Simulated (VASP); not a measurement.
Consider the following.

```
CELL_PARAMETERS angstrom
      1.94737    -3.37295     0.00000
      1.94737     3.37295     0.00000
      0.00000     0.00000     6.37979
ATOMIC_POSITIONS crystal
  Sn 0.00000 0.00000 0.00000
  Se 0.33333 0.66667 0.25317
  Se 0.66667 0.33333 0.74683
```

The numbers are results of PBEsol GGA, VASP's PBE PAW potentials (set 64) (plane waves; VASP), not measurements. Settings: 520 eV cut-off, 7×7×4 Γ-centred mesh, Gaussian smearing of 0.050 eV, potentials Sn_d Se.

Without a dispersion term in the relaxation, distances and binding between the weakly bound layers, chains or molecules are unreliable, and so is what depends on them.

Problem. The ions and cell shape at fixed volume are relaxed. What does this cell relax into?

Solution. 
```
CELL_PARAMETERS angstrom
      1.91339    -3.31408     0.00000
      1.91339     3.31408     0.00000
      0.00000     0.00000     6.60843
ATOMIC_POSITIONS crystal
  Sn 0.00000 0.00000 0.00000
  Se 0.33333 0.66667 0.24007
  Se 0.66667 0.33333 0.75993
```
Space group P-3m1 (164), at a tolerance of 0.03 Å.

Problem. How much energy does the relaxation gain?

Solution. The energy (σ→0) changes by -12.9 meV/atom, in 7 ionic steps.

The compound is SnSe2 in the 1T layered structure. This cell is one point of a volume scan, at 1.06 of the reference volume. Symmetry was kept, so distortions that lower it aren't found.
